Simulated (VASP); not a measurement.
OSZICAR of a VASP run on PtSe2 (1T layered):

### OSZICAR
```
       N       E                     dE             d eps       ncg     rms          rms(c)
DAV:   1     0.115621413522E+03    0.11562E+03   -0.10294E+04  2086   0.130E+03
DAV:   2    -0.130763324924E+02   -0.12870E+03   -0.12591E+03  2672   0.242E+02
DAV:   3    -0.178531441742E+02   -0.47768E+01   -0.47542E+01  2546   0.499E+01
DAV:   4    -0.178889049417E+02   -0.35761E-01   -0.35755E-01  2462   0.466E+00
DAV:   5    -0.178892724704E+02   -0.36753E-03   -0.36752E-03  2637   0.449E-01    0.133E+01
DAV:   6    -0.173179424943E+02    0.57133E+00   -0.48309E+00  2091   0.215E+01    0.805E+00
DAV:   7    -0.171250900267E+02    0.19285E+00   -0.91778E-01  2112   0.104E+01    0.395E+00
DAV:   8    -0.170944393925E+02    0.30651E-01   -0.68351E-02  2280   0.199E+00    0.826E-01
DAV:   9    -0.170908093658E+02    0.36300E-02   -0.89820E-03  2273   0.977E-01    0.190E-01
DAV:  10    -0.170908057555E+02    0.36103E-05   -0.13195E-03  2385   0.266E-01    0.404E-02
DAV:  11    -0.170908031501E+02    0.26054E-05   -0.40896E-05  2532   0.566E-02    0.262E-02
DAV:  12    -0.170908025925E+02    0.55755E-06   -0.43983E-06  2364   0.142E-02    0.462E-03
DAV:  13    -0.170908024999E+02    0.92681E-07   -0.59753E-07  2343   0.654E-03
   1 F= -.17090802E+02 E0= -.17090823E+02  d E =-.170908E+02
       N       E                     dE             d eps       ncg     rms          rms(c)
DAV:   1    -0.170908569670E+02   -0.54374E-04   -0.18557E-03  2091   0.312E-01    0.267E-02
DAV:   2    -0.170908324221E+02    0.24545E-04   -0.83270E-05  2357   0.757E-02    0.155E-02
DAV:   3    -0.170908279159E+02    0.45062E-05   -0.17052E-05  2343   0.386E-02    0.768E-03
DAV:   4    -0.170908264687E+02    0.14472E-05   -0.39075E-06  2392   0.151E-02    0.302E-03
DAV:   5    -0.170908264003E+02    0.68399E-07   -0.37139E-07  2251   0.453E-03
   2 F= -.17090826E+02 E0= -.17090851E+02  d E =-.239004E-04
```

Question: Which electronic solver shows in the log?

Answer: It is blocked Davidson (ALGO = Normal, or the opening steps of other solvers). The INCAR had ALGO = Normal.

Question: Can the final energy be trusted as converged?

Answer: The run converged. It stopped with EDIFF = 1E-7, NELM = 100, NSW = 30 and EDIFFG = -0.01 after 2 ionic steps (LDA (Ceperley-Alder, Perdew-Zunger), plane waves, VASP's LDA PAW potentials (set 64)).

The compound is PtSe2 in the 1T layered structure. This run relaxes it. Symmetry was kept, so distortions that lower it aren't found.
